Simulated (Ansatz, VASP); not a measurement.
# Cross-check of Hf3C between VASP and Ansatz, part 2 of 2

Aim: how closely do two programs agree when they are given the same cell, functional and k mesh? The cell is invented: As first built, before any earlier steps moved the atoms: it takes the Nb3Si structure with all of its atoms replaced by other elements, volume scaled by an estimate. It may not be a known or stable phase. The cell comes out of the VASP series on this material, whose earlier steps may have relaxed, scaled or displaced it; both programs get it as it stands.

VASP 6.6.1 and Ansatz 0.2.0.

So far: The structure; Ansatz: relaxation of cell and atoms, PBE.

**3. VASP: relaxation of cell and atoms, PBE**

Level of this step: PBE; plane waves and PAW (Hf_pv, C); invented cell (VASP).

The same cell, functional, mesh and smearing now go to VASP, with its own data sets and cutoff.

Lines of VASP's logs that name or quote its potential files are left out, and so is its time.

Input file INCAR:

```
SYSTEM = Hf3C
PREC = Accurate
ENCUT = 560
EDIFF = 1E-06
NELM = 100
ISMEAR = -1
SIGMA = 0.05
LREAL = .FALSE.
ALGO = Normal
GGA = PE
NBANDS = 42
LORBIT = 11
LWAVE = .FALSE.
LCHARG = .FALSE.
KPAR = 4
IBRION = 2
NSW = 60
ISIF = 3
EDIFFG = -0.01
```

Input file POSCAR:

```
Hf3C
1.0
    5.2069509179      0.0000000000      0.0000000000
    0.0000000000      5.2069509179      0.0000000000
    0.0000000000      0.0000000000      5.2069509179
Hf C
6 2
Direct
    0.0000000000      0.5000000000      0.7500000000
    0.5000000000      0.2500000000      0.0000000000
    0.7500000000      0.0000000000      0.5000000000
    0.0000000000      0.5000000000      0.2500000000
    0.5000000000      0.7500000000      0.0000000000
    0.2500000000      0.0000000000      0.5000000000
    0.5000000000      0.5000000000      0.5000000000
    0.0000000000      0.0000000000      0.0000000000
```

Input file KPOINTS:

```
Automatic mesh
0
Gamma
4 4 4
0 0 0
```

Potentials, in the order of the species: Hf_pv and C (PBE family, release 64).

Command:

```
mpirun -np 4 vasp_std
```

Numbers of over 12 decimals in the logs are rounded to 6 here.

The program printed:

```text
[banner, memory and clock lines left out]
running    4 mpi-ranks, on    1 nodes
 distrk:  each k-point on    1 cores,    4 groups
 distr:  one band on    1 cores,    1 groups

 POSCAR found type information on POSCAR HfC
 POSCAR found :  2 types and       8 ions
 LDA part: xc-table for (Slater+PW92), standard interpolation
 POSCAR, INCAR and KPOINTS ok, starting setup
 FFT: planning ... GRIDC
 FFT: planning ... GRID_SOFT
 FFT: planning ... GRID
 WAVECAR not read
 entering main loop
       N       E                     dE             d eps       ncg     rms          rms(c)
DAV:   1     0.299516278352E+03    0.29952E+03   -0.39186E+04   840   0.166E+03
DAV:   2    -0.499905704339E+02   -0.34951E+03   -0.33855E+03   956   0.389E+02
DAV:   3    -0.732188074556E+02   -0.23228E+02   -0.22349E+02  1128   0.578E+01
DAV:   4    -0.740330123409E+02   -0.81420E+00   -0.78331E+00  1048   0.989E+00
DAV:   5    -0.740529927609E+02   -0.19980E-01   -0.19923E-01  1086   0.143E+00    0.980E+01
DAV:   6    -0.717160975459E+02    0.23369E+01   -0.20380E+01  1040   0.120E+01    0.676E+01
DAV:   7    -0.724460164467E+02   -0.72992E+00   -0.19277E+01  1120   0.107E+01    0.724E+00
DAV:   8    -0.708399691718E+02    0.16060E+01   -0.10762E+01  1054   0.728E+00    0.460E+00
DAV:   9    -0.708863982916E+02   -0.46429E-01   -0.61793E-01   976   0.265E+00    0.106E+00
DAV:  10    -0.708835716574E+02    0.28266E-02   -0.46217E-02  1056   0.714E-01    0.987E-01
DAV:  11    -0.708839919753E+02   -0.42032E-03   -0.84364E-03  1172   0.267E-01    0.684E-01
DAV:  12    -0.708834208238E+02    0.57115E-03   -0.13555E-03  1072   0.963E-02    0.266E-01
DAV:  13    -0.708833741437E+02    0.46680E-04   -0.32553E-04  1112   0.505E-02    0.378E-02
DAV:  14    -0.708833686989E+02    0.54448E-05   -0.30369E-05   914   0.151E-02    0.753E-03
DAV:  15    -0.708833688595E+02   -0.16067E-06   -0.20170E-06   746   0.518E-03
   1 F= -.70883369E+02 E0= -.70833587E+02  d E =-.708834E+02
 curvature:   0.00 expect dE= 0.000E+00 dE for cont linesearch  0.000E+00
 trial: gam= 0.00000 g(F)=  0.251E-51 g(S)=  0.434E-02 ort = 0.000E+00 (trialstep = 0.100E+01)
 search vector abs. value=  0.434E-02
 bond charge predicted
       N       E                     dE             d eps       ncg     rms          rms(c)
DAV:   1    -0.709038691709E+02   -0.20500E-01   -0.53204E-01   840   0.389E+00    0.227E+00
DAV:   2    -0.708889678221E+02    0.14901E-01   -0.37414E-02   878   0.945E-01    0.522E-01
DAV:   3    -0.708846818422E+02    0.42860E-02   -0.72773E-03   898   0.405E-01    0.171E-01
DAV:   4    -0.708839345699E+02    0.74727E-03   -0.16977E-03   938   0.199E-01    0.122E-01
DAV:   5    -0.708839117187E+02    0.22851E-04   -0.15670E-04  1058   0.530E-02    0.716E-02
DAV:   6    -0.708839192479E+02   -0.75292E-05   -0.12331E-05   876   0.126E-02    0.165E-02
DAV:   7    -0.708839197893E+02   -0.54137E-06   -0.10612E-06   604   0.468E-03
   2 F= -.70883920E+02 E0= -.70834277E+02  d E =-.550930E-03
 trial-energy change:   -0.000551  1 .order   -0.000519   -0.004338    0.003300
 step:   0.5741(harm=  0.5679)  dis= 0.00000  next Energy=   -70.884620 (dE=-0.125E-02)
 bond charge predicted
       N       E                     dE             d eps       ncg     rms          rms(c)
DAV:   1    -0.708882540695E+02   -0.43348E-02   -0.96313E-02   840   0.166E+00    0.972E-01
DAV:   2    -0.708855597298E+02    0.26943E-02   -0.68447E-03   870   0.404E-01    0.223E-01
DAV:   3    -0.708847818107E+02    0.77792E-03   -0.13055E-03   904   0.171E-01    0.730E-02
DAV:   4    -0.708846388023E+02    0.14301E-03   -0.31358E-04   908   0.854E-02    0.512E-02
DAV:   5    -0.708846279410E+02    0.10861E-04   -0.28101E-05  1038   0.224E-02    0.307E-02
DAV:   6    -0.708846257870E+02    0.21540E-05   -0.24388E-06   732   0.562E-03    0.706E-03
DAV:   7    -0.708846255661E+02    0.22085E-06   -0.22569E-07   444   0.221E-03
   3 F= -.70884626E+02 E0= -.70834905E+02  d E =-.125671E-02
 curvature:  -0.28 expect dE=-0.629E-07 dE for cont linesearch -0.629E-07
 trial: gam= 0.00000 g(F)=  0.243E-51 g(S)=  0.222E-06 ort =-0.310E-04 (trialstep = 0.915E+00)
 search vector abs. value=  0.222E-06
 reached required accuracy - stopping structural energy minimisation
```

From OUTCAR (step 3):

```text
ion  position               nearest neighbor table
   1  0.000  0.500  0.750-   4 2.60   4 2.60   8 2.91   7 2.91   8 2.91   7 2.91   2 3.19   5 3.19
                             3 3.19   6 3.19   6 3.19   2 3.19   5 3.19   3 3.19
   2  0.500  0.250  0.000-   5 2.60   5 2.60   8 2.91   7 2.91   7 2.91   8 2.91   4 3.19   3 3.19
                             6 3.19   1 3.19   6 3.19   1 3.19   4 3.19   3 3.19
   3  0.750  0.000  0.500-   6 2.60   6 2.60   8 2.91   8 2.91   7 2.91   7 2.91   4 3.19   2 3.19
                             5 3.19   5 3.19   1 3.19   4 3.19   1 3.19   2 3.19
   4  0.000  0.500  0.250-   1 2.60   1 2.60   8 2.91   7 2.91   8 2.91   7 2.91   3 3.19   5 3.19
                             3 3.19   6 3.19   6 3.19   2 3.19   5 3.19   2 3.19
   5  0.500  0.750  0.000-   2 2.60   2 2.60   8 2.91   7 2.91   7 2.91   8 2.91   3 3.19   3 3.19
                             6 3.19   4 3.19   6 3.19   1 3.19   4 3.19   1 3.19
   6  0.250  0.000  0.500-   3 2.60   3 2.60   8 2.91   8 2.91   7 2.91   7 2.91   1 3.19   2 3.19
                             5 3.19   4 3.19   1 3.19   4 3.19   5 3.19   2 3.19
   7  0.500  0.500  0.500-   1 2.91   2 2.91   3 2.91   4 2.91   5 2.91   6 2.91   2 2.91   5 2.91
                             3 2.91   6 2.91   1 2.91   4 2.91
   8  0.000  0.000  0.000-   1 2.91   2 2.91   3 2.91   4 2.91   5 2.91   6 2.91   3 2.91   6 2.91
                             1 2.91   4 2.91   2 2.91   5 2.91

  LATTYP: Found a simple cubic cell.
 ALAT       =     5.2069509179

 Subroutine GETGRP returns: Found 48 space group operations
 (whereof 24 operations were pure point group operations)

The static configuration has the point symmetry T_h .
 The point group associated with its full space group is O_h .

 Found     10 irreducible k-points:

   k-points           NKPTS =     10   k-points in BZ     NKDIM =     10   number of bands    NBANDS=     42

   dimension x,y,z NGX =    40 NGY =   40 NGZ =   40
   dimension x,y,z NGXF=    80 NGYF=   80 NGZF=   80

   ENCUT  =  560.0 eV  41.16 Ry    6.42 a.u.  10.05 10.05 10.05*2*pi/ulx,y,z

   NELECT =      68.0000    total number of electrons

 k-points in reciprocal lattice and weights: Automatic mesh
   0.00000000  0.00000000  0.00000000       0.016
   0.25000000  0.00000000  0.00000000       0.094
   0.50000000  0.00000000  0.00000000       0.047
   0.25000000  0.25000000  0.00000000       0.188
   0.50000000  0.25000000  0.00000000       0.188
   0.50000000  0.50000000  0.00000000       0.047
   0.25000000  0.25000000  0.25000000       0.125
   0.50000000  0.25000000  0.25000000       0.188
   0.50000000  0.50000000  0.25000000       0.094
   0.50000000  0.50000000  0.50000000       0.016

 average (electrostatic) potential at core
       1 -36.6186       2 -36.6186       3 -36.6186       4 -36.6186       5 -36.6186
       6 -36.6186       7 -50.3984       8 -50.3984

 E-fermi :   5.3313

 k-point     1 :       0.0000    0.0000    0.0000
  band No.  band energies     occupation
    ...
     30       3.5446      2.00000
     31       3.5446      2.00000
     32       3.5446      2.00000
     33       4.6263      2.00000
     34       4.6478      2.00000
     35       5.4583      0.14623
     36       5.4583      0.14623
     37       5.4583      0.14623
     38       6.1268      0.00000
     39       6.1268      0.00000
    ...

 k-point     2 :       0.2500    0.0000    0.0000
  band No.  band energies     occupation
    ...
     32       3.7400      2.00000
     33       4.8043      1.99995
     34       5.2573      1.62865
     35       5.2678      1.56138
     36       5.2678      1.56138
     37       5.4148      0.31652
     38       5.9786      0.00000
     39       6.0737      0.00000
     40       7.8714      0.00000
     41       8.0986      0.00000
    ...

 k-point     3 :       0.5000    0.0000    0.0000
  band No.  band energies     occupation
    ...
     34       4.8481      1.99987
     35       5.1790      1.90911
     36       5.1790      1.90911
     37       5.2519      1.66044
     38       5.2519      1.66044
     39       7.2175      0.00000
     40       7.2175      0.00000
     41       8.3170      0.00000
     42       8.3170      0.00000

  Total        0.0035005      0.0035005      0.0035005      0.0000000      0.0000000     -0.0000000
  in kB        0.0399297      0.0399297      0.0399297      0.0000000      0.0000000     -0.0000000
  external PRESSURE =       0.0399297 kB  Pullay stress =       0.0000000 kB

  energy-cutoff  :      560.00
  volume of cell :      140.46
      direct lattice vectors                 reciprocal lattice vectors
     5.198124093  0.000000000  0.000000000     0.192377093 -0.000000000 -0.000000000
     0.000000000  5.198124093 -0.000000000     0.000000000  0.192377093  0.000000000
     0.000000000 -0.000000000  5.198124093     0.000000000  0.000000000  0.192377093

 POSITION                                       TOTAL-FORCE (eV/Angst)
 -----------------------------------------------------------------------------------
      0.00000      2.59906      3.89859        -0.000000      0.000000      0.000000
      2.59906      1.29953     -0.00000        -0.000000     -0.000000      0.000000
      3.89859     -0.00000      2.59906        -0.000000     -0.000000      0.000000
      0.00000      2.59906      1.29953         0.000000     -0.000000     -0.000000
      2.59906      3.89859     -0.00000         0.000000     -0.000000     -0.000000
      1.29953     -0.00000      2.59906         0.000000      0.000000     -0.000000
      2.59906      2.59906      2.59906         0.000000     -0.000000      0.000000
      0.00000      0.00000     -0.00000         0.000000     -0.000000      0.000000
 -----------------------------------------------------------------------------------
    total drift:                               -0.000000     -0.000000      0.000000

  FREE ENERGIE OF THE ION-ELECTRON SYSTEM (eV)
  ---------------------------------------------------
  free  energy   TOTEN  =       -70.8846255661 eV

  energy  without entropy=      -70.7851839295  energy(sigma->0) =      -70.83490475

 reached required accuracy - stopping structural energy minimisation

 total charge
# of ion       s       p       d       tot
------------------------------------------
    1        0.394   6.368   1.780   8.542
    2        0.394   6.368   1.780   8.542
    3        0.394   6.368   1.780   8.542
    4        0.394   6.368   1.780   8.542
    5        0.394   6.368   1.780   8.542
    6        0.394   6.368   1.780   8.542
    7        0.880   1.192   0.000   2.072
    8        0.880   1.192   0.000   2.072
--------------------------------------------------
tot          4.127  40.593  10.679  55.398

[... 3 further parts left out ...]
```

CONTCAR:

```
Hf3C
   1.00000000000000
     5.1981240932623942    0.0000000000000000    0.0000000000000000
     0.0000000000000000    5.1981240932623942   -0.0000000000000000
     0.0000000000000000   -0.0000000000000000    5.1981240932623942
  Hf              C
     6     2
Direct
     0.0000000000000000    0.5000000000000000    0.7500000000000000
     0.5000000000000000    0.2500000000000000    0.0000000000000000
     0.7500000000000000    0.0000000000000000    0.5000000000000000
     0.0000000000000000    0.5000000000000000    0.2500000000000000
     0.5000000000000000    0.7500000000000000    0.0000000000000000
     0.2500000000000000    0.0000000000000000    0.5000000000000000
     0.5000000000000000    0.5000000000000000    0.5000000000000000
     0.0000000000000000    0.0000000000000000    0.0000000000000000
```

**4. Differences**

Known differences besides the PAW data sets themselves: both relaxations stop at a tolerance, which leaves soft axes loose, and VASP keeps its plane-wave basis; the data sets hold 164 valence electrons in Ansatz (default PAW (the set named soft_2) files) and 68 in VASP; the cutoff is 420 eV in Ansatz and 560 eV in VASP; VASP leaves aspherical gradient terms in its spheres out (LASPH is not set), Ansatz keeps them; Ansatz adds a Pulay correction to the stress that steers its cell, VASP none. Total energies have different zeros and are not compared.

Both answers:

| quantity | Ansatz | VASP | difference |
| --- | --- | --- | --- |
| volume (Å³) | 141.17 | 140.46 | +0.51 % |
| edge a after relaxation, in the typed setting (Å) | 5.207 | 5.198 | +0.17 % |

The walks stopped with 0.00 GPa left in Ansatz and 0.00 GPa in VASP; each walk ends within a tolerance, so the volume difference is uncertain by about these residues over the bulk modulus, most in soft cells.

**5. What came out**

```yaml
difference_in_volume_relaxation_of_cell_and_atoms_pbe: 0.51 %
```

In words: The difference in volume is 0.51 % (relaxation of cell and atoms, PBE), within the 1.2 % picked in this series as the mark of a large difference, as far as the stopping tolerances let one tell. Differences of this kind measure data sets and numerical settings, not the functional's error against experiment.

[Lines on the potential files, build, host, timing and source positions are cut from VASP's logs without a mark.]

[Logs are printed without paths, hosts, clocks, repeated set-up lines and the standing remarks that a program may print on its own settings, such as how far it seeks lower states.]

[Hosts, paths, dates, database ids (printed as entryN), source tags and the programs' standing remarks are cut or masked in the printed files.]
